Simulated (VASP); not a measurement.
```yaml
crystal:
  lattice:
    - [0.00000, 2.30957, 2.30957]
    - [2.30957, 0.00000, 2.30957]
    - [2.30957, 2.30957, 0.00000]
  atoms:
    - { symbol: Hf, position: [0.00000, 0.00000, 0.00000] }
    - { symbol: C, position: [0.50000, 0.50000, 0.50000] }
```

Method: revPBE GGA, VASP's PBE PAW potentials (set 64) (plane waves; VASP 6.6.1). Settings: 520 eV cut-off, 13×13×13 Γ-centred mesh, first-order Methfessel-Paxton smearing of 0.10 eV, potentials Hf_pv C.

### Question
The job: HfC (rock salt), 2 atoms, revPBE, static run, 520 eV, 13×13×13 Γ-centred mesh. Roughly how much core time does it take on a busy server core?

### Answer
About 10 core-seconds (one run on a shared machine, a rough figure). It had 84 irreducible k-points, 11 bands, up to 676 plane waves and 14 electronic steps.

The compound is HfC in the rock salt structure. This cell is one point of a volume scan, at 0.97 of the reference volume.
